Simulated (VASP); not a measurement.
An input for Ansatz (written as the equivalent of a VASP run, and not itself run):

Ansatz 0.2 input:
```yaml
crystal:
  lattice:
    - [1.3550000, -2.3469290, 0.0000000]
    - [1.3550000, 2.3469290, 0.0000000]
    - [0.0000000, 0.0000000, 4.2800000]
  atoms:
    - { symbol: Ru, position: [0.3333330, 0.6666670, 0.2500000] }
    - { symbol: Ru, position: [0.6666670, 0.3333330, 0.7500000] }
kpoints:
  mp_grid: { grid: [14, 14, 8] }
hamiltonian:
  xc: pbe
  pseudopotentials: { kind: paw }
scf:
  occupations: { method: fermi_dirac, width: 0.05 }
  max_iter: 100
output: { forces: true, stress: true, eigenvalues: true }
```

**Question.** Write the VASP files for the same calculation (PBE).

**Answer.** Several could match; the one computed here: 
### KPOINTS
```
Automatic mesh
0
Gamma
14 14 8
0 0 0
```

**INCAR**
```
# general
SYSTEM =Ru
PREC   =Accurate
ENCUT  =300   # plane-wave cut-off (eV)
LREAL  =.FALSE.
LASPH  =.TRUE.

# electronic loop
EDIFF  =1E-6
NELM   =100
ALGO   =Normal
LMAXMIX=4   # l cut-off of mixed one-centre charges

# smearing
ISMEAR =-1
SIGMA  =0.05

# functional
GGA    =PE   # PBE

# ions
ISIF   =2

# output
LWAVE  =.FALSE.
LCHARG =.FALSE.
```

File POSCAR:
```
Ru
1
    1.3550000000    -2.3469290000     0.0000000000
    1.3550000000     2.3469290000     0.0000000000
    0.0000000000     0.0000000000     4.2800000000
Ru
2
Direct
  0.3333330000   0.6666670000   0.2500000000
  0.6666670000   0.3333330000   0.7500000000
```

POTCAR, in this order: Ru_pv (PBE.64 set). Program: vasp_std.

What does not carry over: each code has its own PAW files, so the cut-off isn't converted (ENCUT is set for VASP's; basis.ecutwfc is left out, and Ansatz then takes the one that its files recommend); Ansatz stops its SCF on the density residual and VASP on the energy change (EDIFF).

The structure is a typed Ru crystal (P6_3/mmc). The cell was not relaxed at this level.
